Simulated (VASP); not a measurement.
Ga15CoN16 (a cell with a defect), 32 atoms in the cell. The cell holds a defect, 32 atoms: a = 6.380 Å, b = 6.380 Å, c = 10.378 Å, α = 90.00°, β = 90.00°, γ = 120.00°. 

```yaml
Program: VASP 6.6.1
Task: single point
Functional: PBEsol
Potentials_or_basis: VASP PAW PBE potentials, release 64 (Co, Ga_d, N)
Cutoff: 450 eV
k_mesh: 3 × 3 × 2
Occupations: gaussian, width 0.03 eV
Spin: collinear spin, ferromagnetic start
Hubbard_terms: Co d U = 4 eV
Dq: 0
Further_INCAR_settings: LREAL = Auto; ALGO = Normal; EDIFF = 1e-05
```

Potentials or basis: VASP PAW PBE potentials, release 64 (Co, Ga_d, N).

Run with:

```bash
$ cat potpaw_PBE.64/Co/POTCAR potpaw_PBE.64/Ga_d/POTCAR potpaw_PBE.64/N/POTCAR > POTCAR
$ mpirun -np 4 vasp_std > vasp.out
```

Hardware: 4 MPI ranks on AMD EPYC 9R45 (Zen 5), on a shared host.

**Question.** Estimate the wall time of this run.

**Answer.** Wall time 8.4 min on 4 MPI ranks on AMD EPYC 9R45 (Zen 5), with other jobs on the host, peak memory 0.8 GiB a rank. Counts: scf iterations 24, k points 6.
